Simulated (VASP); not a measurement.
An input for Ansatz (written as the equivalent of a VASP run, and not itself run):

Ansatz 0.2 input:
```yaml
crystal:
  lattice:
    - [3.9905960, 0.0000000, 0.0000000]
    - [0.0000000, 3.9905960, 0.0000000]
    - [0.0000000, 0.0000000, 9.8253190]
  atoms:
    - { symbol: K, position: [0.5000000, 0.5000000, 0.5000000] }
    - { symbol: Cu, position: [0.5000000, 0.0000000, 0.1619900] }
    - { symbol: Cu, position: [0.5000000, 0.0000000, 0.8380100] }
    - { symbol: Cu, position: [0.0000000, 0.5000000, 0.1619900] }
    - { symbol: Cu, position: [0.0000000, 0.5000000, 0.8380100] }
    - { symbol: Se, position: [0.0000000, 0.0000000, 0.3019200] }
    - { symbol: Se, position: [0.0000000, 0.0000000, 0.6980800] }
    - { symbol: Se, position: [0.5000000, 0.5000000, 0.0000000] }
kpoints:
  mp_grid: { grid: [5, 5, 2] }
hamiltonian:
  xc: lda
  pseudopotentials: { kind: paw }
scf:
  occupations: { method: fermi_dirac, width: 0.05 }
  max_iter: 100
output: { forces: true, stress: true, eigenvalues: true }
```

Question: Write the VASP files for the same calculation (LDA).

Answer: One answer among several that fit: 
### INCAR
```
! general
SYSTEM  = KCu4Se3
PREC    = Accurate
ENCUT   = 300
LREAL   = .FALSE.
LASPH   = .TRUE.

! electronic loop
EDIFF   = 1E-6
NELM    = 100
ALGO    = Normal
LMAXMIX = 4

! smearing
ISMEAR  = -1
SIGMA   = 0.05

! ions
ISIF    = 2

! output
LWAVE   = .FALSE.
LCHARG  = .FALSE.
```

**POSCAR**
```
KCu4Se3
1
    3.9905960000     0.0000000000     0.0000000000
    0.0000000000     3.9905960000     0.0000000000
    0.0000000000     0.0000000000     9.8253190000
K Cu Se
1 4 3
Direct
  0.5000000000   0.5000000000   0.5000000000
  0.5000000000   0.0000000000   0.1619900000
  0.5000000000   0.0000000000   0.8380100000
  0.0000000000   0.5000000000   0.1619900000
  0.0000000000   0.5000000000   0.8380100000
  0.0000000000   0.0000000000   0.3019200000
  0.0000000000   0.0000000000   0.6980800000
  0.5000000000   0.5000000000   0.0000000000
```

File KPOINTS:
```
Automatic mesh
0
gamma
  5 5 2
0 0 0
```

POTCAR, in this order: K_sv Cu Se (LDA.64 set). Program: vasp_std.

Limits of the translation: each code has its own PAW files, so the cut-off isn't converted (ENCUT is set for VASP's; basis.ecutwfc is left out, and Ansatz then takes the one that its files recommend); Ansatz stops its SCF on the density residual and VASP on the energy change (EDIFF); Ansatz's lda is the Perdew-Wang form, while the LDA potentials of VASP carry Perdew-Zunger's.

The structure comes from a computed database's KCu4Se3 entry (P4/mmm); how it stands against other phases isn't given here. The cell was not relaxed at this level. The k-mesh is coarse (spacing up to 0.32 per Å, 2π included), so the numbers may not be converged in it.
